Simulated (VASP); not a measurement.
Input:

```xyz
3
Lattice="0.0000 2.7866 2.7866 2.7866 0.0000 2.7866 2.7866 2.7866 0.0000" Properties=species:S:1:pos:R:3 pbc="T T T"
Li     1.3933     1.3933     1.3933
Li     4.1799     4.1799     4.1799
Se     0.0000     0.0000     0.0000
```

Method: PBEsol GGA, VASP's PBE PAW potentials (set 64) (plane waves; VASP). Numerical set-up: 620 eV cut-off, 7×7×7 Γ-centred mesh, Gaussian smearing of 0.050 eV, potentials Li_sv Se.

Problem. What does the run give for the energy per atom (σ→0), pressure?

Solution. 
```
Property                       Result
---------------------  --------------
energy per atom (σ→0)  -3768 meV/atom
pressure                    10.02 GPa
```

The absolute energy has meaning only against runs of the same code, potentials and settings.

The compound is Li2Se in the antifluorite structure. It was relaxed first under an external pressure of 10 GPa.
